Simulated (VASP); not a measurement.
Here is a VASP 6.6.1 calculation.

Contents of INCAR:

```
PREC = Accurate ; ENCUT = 520
EDIFF = 1E-8 ; ISMEAR = -1
SIGMA = 0.05 ; LREAL = F
LASPH = T ; NELM = 100
ALGO = Normal ; ISIF = 2
LWAVE = F ; LCHARG = F
GGA = PE ; LEFG = T
NBANDS = 17
```

The input KPOINTS:

```
regular mesh
0
Gamma
  13 13 13
```

File POSCAR:

```
BiAs
1.0
    3.6940488986      0.0000000000      0.0000000000
    0.0000000000      3.6940488986      0.0000000000
    0.0000000000      0.0000000000      3.6940488986
As Bi
1 1
Direct
    0.0000000000      0.0000000000      0.0000000000
    0.5000000000      0.5000000000      0.5000000000
```

Potentials or basis: VASP PAW PBE potentials, release 64 (As, Bi_d).

Command:

```bash
$ cat potpaw_PBE.64/As/POTCAR potpaw_PBE.64/Bi_d/POTCAR > POTCAR
$ mpirun -np 1 vasp_std > vasp.out
```

Q: Estimate the pressure.

A: 0.0 GPa.

Q: What does it give for the band gap on the k mesh?

A: None (metal or under the smearing width).

Electric field gradients, principal values (V/Å²):
```
atom    Vxx    Vyy    Vzz
1 As  0.000  0.000  0.000
2 Bi  0.000  0.000  0.000
```

Caveat: spin-orbit coupling is left out, which moves the levels of the heavy elements.
